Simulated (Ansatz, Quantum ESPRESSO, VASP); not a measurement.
**Code comparison for RuAl (P1, 2 atoms in the cell)**

Self-consistent single point.

```xyz
2
Lattice="2.9900 0.0000 0.0000 0.0000 2.9900 0.0000 0.0000 0.0000 2.9900" Properties=species:S:1:pos:R:3 pbc="T T T"
Al     1.4876     1.4713     1.4788
Ru     0.0074     0.0237     0.0162
```

Shared settings, as Ansatz (a first-principles code) writes them: kpoints.mp_grid.grid = 7 7 7; magnetization.spin_orbit = true; scf.occupations.method = gaussian; scf.occupations.width = 0.05 eV. Potentials and cutoffs stand in the table.

```csv
code,model,pressure (GPa),largest force (eV/Å),cutoff
Ansatz,"PBE with spin-orbit coupling, default PAW files",3.10,0.466,default
VASP,"PBE, spin-orbit coupling, VASP's PBE PAW potentials (set 64)",2.81,0.470,300 eV
Quantum ESPRESSO,"PBE, spin-orbit coupling, PseudoDojo fully relativistic norm-conserving (PBE) pseudopotentials",3.24,0.472,85 Ry
```

The spread over the programs that give each value: pressure within 0.43 GPa; largest force within 0.006 eV/Å.

Ansatz's pressure is given at a fixed set of plane waves, as the other plane-wave codes print theirs; with its correction for the finite basis it is 3.17 GPa.

VASP's run is marked for a possible Pulay error in its stress at this cutoff; no cutoff test was made.

The starting cell has typed, rounded lattice constants, without a prior relaxation at this level. Its atoms were displaced at random from the sites of space group no. 221.

Left out of this page: ABINIT (failed or unconverged); Elk and SIESTA (not drawn, or without a comparable value).

Keys are those of Ansatz 0.2.
